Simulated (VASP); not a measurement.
All values below come from LDA (Ceperley-Alder, Perdew-Zunger), VASP's LDA PAW potentials (set 64) (plane waves; VASP).

VASP input:

**INCAR**
```
SYSTEM = PtSe2
PREC = Accurate
ENCUT = 500
EDIFF = 1E-6
NELM = 100
ALGO = Normal
LREAL = .FALSE.
LASPH = .TRUE.
ISMEAR = 1
SIGMA = 0.1
LMAXMIX = 6
LWAVE = .FALSE.
LCHARG = .FALSE.
IBRION = 2
ISIF = 3
NSW = 40
EDIFFG = -0.02
PSTRESS = 300
```

File KPOINTS:
```
Automatic mesh
0
Gamma
10 10 7
0 0 0
```

File POSCAR:
```
PtSe2
1.0
  1.8044864882  -3.1254637490   0.0000000000
  1.8044864882   3.1254637490   0.0000000000
  0.0000000000   0.0000000000   4.1732872116
Pt Se
1 2
Cart
  0.0000000000   0.0000000000   0.0000000000
  1.8044864882   1.0418233333   1.2261438445
  1.8044864882  -1.0418233333   2.9471433671
```

POTCAR, in this order: Pt Se (LDA.64 set). Program: vasp_std.

The run wrote:

OUTCAR:
```
 ion  position               nearest neighbor table
   1  0.000  0.000  0.000-   2 2.42   3 2.42   3 2.42   2 2.42   3 2.42   2 2.42
   2  0.333  0.667  0.294-   1 2.42   1 2.42   1 2.42   3 2.70   3 2.70   3 2.70
   3  0.667  0.333  0.706-   1 2.42   1 2.42   1 2.42   2 2.70   2 2.70   2 2.70
  LATTYP: Found a hexagonal cell.
 ALAT       =     3.6089742493
 C/A-ratio  =     1.1563638096
 Subroutine PRICEL returns:
 Original cell was already a primitive cell.
 Subroutine GETGRP returns: Found 12 space group operations
The static configuration has the point symmetry D_3d.
The dynamic configuration has the point symmetry D_3d.
 Subroutine INISYM returns: Found 12 space group operations
 Subroutine IBZKPT returns following result:
 Found     80 irreducible k-points:

 Following reciprocal coordinates:
            Coordinates               Weight
  0.000000  0.000000  0.000000      1.000000
  0.100000 -0.000000  0.000000      6.000000
  0.200000 -0.000000  0.000000      6.000000
  0.300000 -0.000000  0.000000      6.000000
  0.400000 -0.000000  0.000000      6.000000
  0.500000 -0.000000  0.000000      3.000000
  0.100000  0.100000  0.000000      6.000000
  0.200000  0.100000  0.000000     12.000000
  0.300000  0.100000  0.000000     12.000000
  0.400000  0.100000  0.000000     12.000000
  0.200000  0.200000  0.000000      6.000000
  0.300000  0.200000  0.000000     12.000000
  0.400000  0.200000  0.000000      6.000000
  0.300000  0.300000  0.000000      6.000000
  0.000000  0.000000  0.142857      2.000000
  0.100000 -0.000000  0.142857      6.000000
 -0.000000  0.100000  0.142857      6.000000
  0.200000 -0.000000  0.142857      6.000000
 -0.000000  0.200000  0.142857      6.000000
  0.300000 -0.000000  0.142857      6.000000
 -0.000000  0.300000  0.142857      6.000000
  0.400000 -0.000000  0.142857      6.000000
...
```

**OSZICAR**
```
       N       E                     dE             d eps       ncg     rms          rms(c)
DAV:   1     0.117380232279E+03    0.11738E+03   -0.10516E+04  2424   0.129E+03
DAV:   2    -0.125031197587E+02   -0.12988E+03   -0.12724E+03  3114   0.252E+02
DAV:   3    -0.169870605657E+02   -0.44839E+01   -0.44557E+01  2869   0.493E+01
DAV:   4    -0.170162618789E+02   -0.29201E-01   -0.29193E-01  3072   0.430E+00
DAV:   5    -0.170164831240E+02   -0.22125E-03   -0.22124E-03  2939   0.357E-01    0.176E+01
DAV:   6    -0.164627978422E+02    0.55369E+00   -0.37339E+00  2505   0.186E+01    0.982E+00
DAV:   7    -0.163489523263E+02    0.11385E+00   -0.63942E-01  2449   0.851E+00    0.502E+00
DAV:   8    -0.163168337703E+02    0.32119E-01   -0.43159E-02  2876   0.197E+00    0.621E-01
DAV:   9    -0.163149544803E+02    0.18793E-02   -0.74698E-03  2687   0.842E-01    0.131E-01
DAV:  10    -0.163149645158E+02   -0.10035E-04   -0.73076E-04  3044   0.229E-01    0.567E-02
DAV:  11    -0.163149635629E+02    0.95294E-06   -0.50046E-05  2729   0.581E-02    0.333E-02
DAV:  12    -0.163149622496E+02    0.13133E-05   -0.65266E-06  2771   0.224E-02    0.737E-03
DAV:  13    -0.163149621660E+02    0.83619E-07   -0.54404E-07  1445   0.623E-03
   1 F= -.75006781E+01 E0= -.75005994E+01  d E =-.750068E+01
```

OUTCAR:
```
------------------------ aborting loop because EDIFF is reached ----------------------------------------
  FORCE on cell =-STRESS in cart. coord.  units (eV):
  Direction    XX          YY          ZZ          XY          YZ          ZX
  --------------------------------------------------------------------------------------
  Total        8.8274604      8.8274687      8.7896821      0.0000000      0.0000000      0.0000000
  in kB      300.4484635    300.4487461    299.1626558      0.0000000      0.0000000      0.0000000
  external PRESSURE =       0.0199551 kB  Pullay stress =     300.0000000 kB
  volume of cell :       47.07
      direct lattice vectors                 reciprocal lattice vectors
     1.804486488 -3.125463749  0.000000000     0.277087140 -0.159976260  0.000000000
     1.804486488  3.125463749  0.000000000     0.277087140  0.159976260  0.000000000
     0.000000000  0.000000000  4.173287212     0.000000000  0.000000000  0.239619262
 POSITION                                       TOTAL-FORCE (eV/Angst)
 -----------------------------------------------------------------------------------
      0.00000      0.00000      0.00000         0.000000      0.000000      0.000000
      1.80449      1.04182      1.22614         0.000000     -0.000000     -0.011239
      1.80449     -1.04182      2.94714        -0.000000      0.000000      0.011239
 -----------------------------------------------------------------------------------
    total drift:                                0.000000     -0.000000      0.000000
  FREE ENERGIE OF THE ION-ELECTRON SYSTEM (eV)
  ---------------------------------------------------
  free  energy   TOTEN  =       -16.3149621660 eV

  energy  without entropy=      -16.3147261350  energy(sigma->0) =      -16.31488349
  enthalpy is  TOTEN    =        -7.5006780958 eV   P V=        8.8142840702

 reached required accuracy - stopping structural energy minimisation
```
(Selected blocks of OUTCAR.)

The compound is PtSe2 in the 1T layered structure. It was relaxed first under an external pressure of 30 GPa.
